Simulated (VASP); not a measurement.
Consider the following.

```
CELL_PARAMETERS angstrom
      0.00000     3.04000     3.04000
      3.04000     0.00000     3.04000
      3.04000     3.04000     0.00000
ATOMIC_POSITIONS crystal
  Sr 0.00000 0.00000 0.00000
```

These are PBEsol GGA, VASP's PBE PAW potentials (set 64) (plane waves; VASP) values and carry that method's errors. Settings: 480 eV cut-off, 9×9×9 Γ-centred mesh, first-order Methfessel-Paxton smearing of 0.10 eV, potentials Sr_sv.

Energy and stress use the plane-wave basis of the starting cell.

Q: The ions, cell shape and volume are relaxed. Give the cell that the relaxation ends in.

A: 
```
CELL_PARAMETERS angstrom
      0.00000     2.95857     2.95857
      2.95857     0.00000     2.95857
      2.95857     2.95857     0.00000
ATOMIC_POSITIONS crystal
  Sr 0.00000 0.00000 0.00000
```
Space group Fm-3m (225), at a tolerance of 0.03 Å.

Q: How do energy and volume change from the first to the last step?

A: The energy (σ→0) changes by -13.6 meV/atom and the volume by -7.8 %, in 3 ionic steps.

The compound is Sr in the fcc structure. This run relaxes it. Symmetry was kept, so distortions that lower it aren't found.
